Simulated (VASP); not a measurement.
# YSn3 with and without spin-orbit coupling, part 4 of 4

What does spin-orbit coupling change in YSn3, and what does it cost? All runs use PBEsol. Left out of this account: 1 further run (fields: a reference on another mesh). The start is a computed cell from the Materials Project.

VASP 6.6.1, plane waves and PAW; the level of theory is named at each step.

Still holding for the runs below: This run has no spin polarisation. Its electron count is odd, so without a moment it is a metal by construction. The k-mesh is coarse for a metal.

So far. Step 5 (Density of states (PBEsol + SOC)): The DOS at the Fermi level goes from 2.32 to 2.28 states/eV/cell, a number that is sensitive to the mesh. The run took 3.8 times the core time, with 64 spinor bands against 40. Of the states within 0.3 eV of the Fermi level, the largest shares in the PAW spheres are Sn p 28 %, Y d 17 % and Sn s 9 %. The rest lies in smaller channels or between the spheres. Step 6 (Full relaxation (PBEsol)): It ends with forces that vanish by symmetry and a pressure of -0.01 GPa.

## (7) Relaxing cell and atoms (PBEsol + SOC)

This step: PBEsol, spin-orbit coupling; plane waves and PAW (Y_sv, Sn_d) (VASP 6.6.1).

The same relaxation with spinors and spin-orbit coupling.

The input, INCAR:

```
SYSTEM = YSn3
PREC = Accurate
ENCUT = 400
EDIFF = 1E-06
NELM = 100
ISMEAR = -1
SIGMA = 0.05
LREAL = .FALSE.
ALGO = Normal
GGA = PS
LNONCOLLINEAR = .TRUE.
MAGMOM = 0 0 0 0 0 0 0 0 0 0 0 0
NBANDS = 64
GGA_COMPAT = .FALSE.
LASPH = .TRUE.
LSORBIT = .TRUE.
LMAXMIX = 4
LORBIT = 11
LWAVE = .FALSE.
LCHARG = .FALSE.
KPAR = 4
IBRION = 2
NSW = 60
ISIF = 3
EDIFFG = -0.01
```

The input, POSCAR:

```
YSn3
1.0
    4.7003297500      0.0000000000      0.0000000000
    0.0000000000      4.7003297500      0.0000000000
    0.0000000000      0.0000000000      4.7003297500
Y Sn
1 3
Direct
    0.0000000000      0.0000000000      0.0000000000
    0.5000000000      0.5000000000      0.0000000000
    0.5000000000      0.0000000000      0.5000000000
    0.0000000000      0.5000000000      0.5000000000
```

The input, KPOINTS:

```
Automatic mesh
0
Gamma
6 6 6
0 0 0
```

The projector-augmented-wave data sets are Y_sv and Sn_d (PBE family, release 64).

Started as:

```console
> mpirun -np 4 vasp_ncl
```

Log:

```text
[... set-up lines as in an earlier step ...]
 entering main loop
       N       E                     dE             d eps       ncg     rms          rms(c)
[... 15 cycles as in an earlier step ...]
   1 F= -.21796012E+02 E0= -.21785006E+02  d E =-.217960E+02  mag=    -0.0000     0.0000     0.0000
 curvature:   0.00 expect dE= 0.000E+00 dE for cont linesearch  0.000E+00
 trial: gam= 0.00000 g(F)=  0.000E+00 g(S)=  0.609E-01 ort = 0.000E+00 (trialstep = 0.100E+01)
 search vector abs. value=  0.609E-01
 bond charge predicted
       N       E                     dE             d eps       ncg     rms          rms(c)
DAV:   1    -0.229782377820E+02   -0.11822E+01   -0.25393E+01  3288   0.590E+01    0.673E+00
DAV:   2    -0.220485009954E+02    0.92974E+00   -0.22620E+00  3328   0.178E+01    0.298E+00
DAV:   3    -0.218156832277E+02    0.23282E+00   -0.68524E-01  3656   0.870E+00    0.926E-01
DAV:   4    -0.218134071347E+02    0.22761E-02   -0.75143E-02  3904   0.145E+00    0.101E+00
DAV:   5    -0.218134821942E+02   -0.75059E-04   -0.63281E-03  3992   0.371E-01    0.460E-01
DAV:   6    -0.218135879154E+02   -0.10572E-03   -0.18466E-03  3408   0.275E-01    0.152E-01
DAV:   7    -0.218136436755E+02   -0.55760E-04   -0.41450E-04  3536   0.131E-01    0.104E-01
DAV:   8    -0.218136717079E+02   -0.28032E-04   -0.15330E-04  3464   0.789E-02    0.345E-02
DAV:   9    -0.218136780405E+02   -0.63326E-05   -0.48646E-05  3344   0.366E-02    0.102E-02
DAV:  10    -0.218136785570E+02   -0.51653E-06   -0.17486E-06  2256   0.905E-03
   2 F= -.21813679E+02 E0= -.21803222E+02  d E =-.176661E-01  mag=    -0.0000    -0.0000    -0.0000
 trial-energy change:   -0.017666  1 .order   -0.016661   -0.060898    0.027576
 step:   0.7026(harm=  0.6883)  dis= 0.00000  next Energy=   -21.817753 (dE=-0.217E-01)
 bond charge predicted
       N       E                     dE             d eps       ncg     rms          rms(c)
DAV:   1    -0.219188352644E+02   -0.10516E+00   -0.23641E+00  3312   0.195E+01    0.197E+00
DAV:   2    -0.218401736038E+02    0.78662E-01   -0.18796E-01  3328   0.541E+00    0.924E-01
DAV:   3    -0.218180393882E+02    0.22134E-01   -0.64940E-02  3664   0.272E+00    0.289E-01
DAV:   4    -0.218178017510E+02    0.23764E-03   -0.70123E-03  4040   0.491E-01    0.307E-01
DAV:   5    -0.218177829503E+02    0.18801E-04   -0.52872E-04  3816   0.117E-01    0.163E-01
DAV:   6    -0.218177735822E+02    0.93681E-05   -0.15093E-04  3424   0.844E-02    0.615E-02
DAV:   7    -0.218177682705E+02    0.53118E-05   -0.47369E-05  3328   0.522E-02    0.273E-02
DAV:   8    -0.218177616793E+02    0.65911E-05   -0.17050E-05  3064   0.268E-02    0.381E-03
DAV:   9    -0.218177617148E+02   -0.35446E-07   -0.37249E-06  2600   0.144E-02
   3 F= -.21817762E+02 E0= -.21807090E+02  d E =-.217493E-01  mag=     0.0000     0.0000     0.0000
 curvature:  -0.34 expect dE=-0.330E-06 dE for cont linesearch -0.330E-06
 trial: gam=-0.00395 g(F)=  0.253E-65 g(S)=  0.960E-06 ort = 0.242E-03 (trialstep = 0.941E+00)
 search vector abs. value=  0.115E-09
 reached required accuracy - stopping structural energy minimisation
```

Run time: 2.8 min. Hardware: 4 MPI ranks of Intel Xeon Platinum 8375C at 2.90GHz (Ice Lake), shared host; peak memory 1.6 GiB; 11 min of CPU time.

OUTCAR, selected parts (step 7):

```text
   NELECT =      53.0000    total number of electrons

 E-fermi :   8.0412

 k-point     1 :       0.0000    0.0000    0.0000
  band No.  band energies     occupation
    ...
     46       4.8377      1.00000
     47       4.8377      1.00000
     48       4.8377      1.00000
     49       4.9812      1.00000
     50       4.9812      1.00000
     51       9.3158      0.00000
     52       9.3158      0.00000
     53       9.3158      0.00000
     54       9.3158      0.00000
     55       9.3508      0.00000
    ...

  Total       -0.0051503     -0.0051503     -0.0051503     -0.0000000     -0.0000000      0.0000000
  in kB       -0.0821410     -0.0821410     -0.0821410     -0.0000000     -0.0000000      0.0000000
  external PRESSURE =      -0.0821410 kB  Pullay stress =       0.0000000 kB

 POSITION                                       TOTAL-FORCE (eV/Angst)
 -----------------------------------------------------------------------------------
      0.00000      0.00000      0.00000        -0.000000     -0.000000      0.000000
      2.32433      2.32433     -0.00000        -0.000000     -0.000000      0.000000
      2.32433      0.00000      2.32433         0.000000      0.000000      0.000000
      0.00000      2.32433      2.32433         0.000000      0.000000      0.000000
 -----------------------------------------------------------------------------------
    total drift:                                0.000000     -0.000000     -0.000000

  FREE ENERGIE OF THE ION-ELECTRON SYSTEM (eV)
  ---------------------------------------------------
  free  energy   TOTEN  =       -21.8177617148 eV

  energy  without entropy=      -21.7964180887  energy(sigma->0) =      -21.80708990

 Spin-Orbit-Coupling matrix elements
 Ion:    1  E_soc:     -0.1008363
 Ion:    2  E_soc:     -0.1130312
 Ion:    3  E_soc:     -0.1130312
 Ion:    4  E_soc:     -0.1130312

 magnetization (x)
# of ion       s       p       d       f       tot
--------------------------------------------------
    1       -0.000   0.000   0.000  -0.000   0.000
    2        0.000   0.000   0.000   0.000   0.000
    3        0.000   0.000   0.000   0.000   0.000
    4       -0.000  -0.000  -0.000   0.000  -0.000
--------------------------------------------------
tot         -0.000   0.000   0.000  -0.000  -0.000

 magnetization (y)
# of ion       s       p       d       f       tot
--------------------------------------------------
    1       -0.000   0.000   0.000  -0.000  -0.000
    2        0.000   0.000   0.000   0.000   0.000
    3        0.000   0.000  -0.000   0.000   0.000
    4       -0.000   0.000   0.000   0.000   0.000
--------------------------------------------------
tot          0.000   0.000   0.000  -0.000   0.000

 magnetization (z)
# of ion       s       p       d       f       tot
--------------------------------------------------
    1        0.000   0.000   0.000  -0.000   0.000
    2        0.000   0.000   0.000   0.000   0.000
    3        0.000   0.000  -0.000   0.000   0.000
    4       -0.000  -0.000  -0.000   0.000  -0.000
--------------------------------------------------
tot          0.000   0.000  -0.000  -0.000   0.000

[... 8 parts as in an earlier step ...]

[... 10 further parts left out ...]
```

The steps of the relaxation:

```tsv
step	energy less that of the first step (eV)	largest force (eV/Å)	pressure (GPa)	volume (Å³)
1	0.0000	0.0000	-2.00	103.84
2	-0.0177	0.0000	0.95	99.05
3	-0.0217	0.0000	-0.01	100.46
```

```tsv
conventional cell, symmetrised	before	after	change
a (Å)	4.700	4.649	-1.1 %
b (Å)	4.700	4.649	-1.1 %
c (Å)	4.700	4.649	-1.1 %
volume (Å³/atom)	25.96	25.11	-3.3 %
```

Final coordinates:

```xyz
4
Lattice="4.6487 0.0000 0.0000 0.0000 4.6487 0.0000 0.0000 0.0000 4.6487" Properties=species:S:1:pos:R:3 pbc="T T T"
Y     0.0000    0.0000    0.0000
Sn    2.3243    2.3243    0.0000
Sn    2.3243    0.0000    2.3243
Sn    0.0000    2.3243    2.3243
```

This step gave:

```yaml
bands: 64
free_energy_toten: -21.82 eV
energy_at_zero_smearing: -21.81 eV
fermi_energy: 8.041 eV
pressure: -0.008214 GPa
scf_cycles_over_all_ionic_steps: 34
```

On-site spin-orbit energy by atom:

```tsv
atom	on-site spin-orbit energy (eV)
Y1	-0.101
Sn2	-0.113
Sn3	-0.113
Sn4	-0.113
```

The cell ends at 25.11 Å³/atom, under 0.05 % from the run without the coupling. The run took 4.8 times the core time, with 64 spinor bands against 32.

The cell shrank by 3.3 % in volume.

## (8) Side by side

| quantity | without | with spin-orbit coupling |
| --- | --- | --- |
| gap (eV) | none | none |
| core minutes, bands | 3.7 | 17 |
| DOS at the Fermi level (states/eV/cell) | 2.32 | 2.28 |
| core minutes, DOS | 1.3 | 4.8 |
| relaxed volume (Å³/atom) | 25.11 | 25.11 |
| core minutes, relaxation | 2.3 | 11 |

## (9) What came out

| Quantity | Value |
| --- | --- |
| gap (eV), without → with | none → none |
| DOS at the Fermi level (states/eV/cell), without → with | 2.32 → 2.28 |
| relaxed volume (Å³/atom), without → with | 25.11 → 25.11 |

YSn3 has no gap with or without spin-orbit coupling. The relaxed volume moves by under 0.05 %. The spinor runs cost 3.8 to 4.8 times as much, on a shared host. The k-sampling is coarse for a metal, so the Fermi level, pressures and the shape of the cell carry errors. With an odd electron count and no spin the cell is a metal by construction.

[Lines on the potential files, build, host, timing and source positions are cut from VASP's logs without a mark.]

[Logs are printed without paths, hosts, clocks, repeated set-up lines and the standing remarks that a program may print on its own settings, such as how far it seeks lower states.]

[Hosts, paths, dates, database ids (printed as entryN), source tags and the programs' standing remarks are cut or masked in the printed files.]

[A measured line is paired with the nearest computed mode of its activity, which favours agreement.]
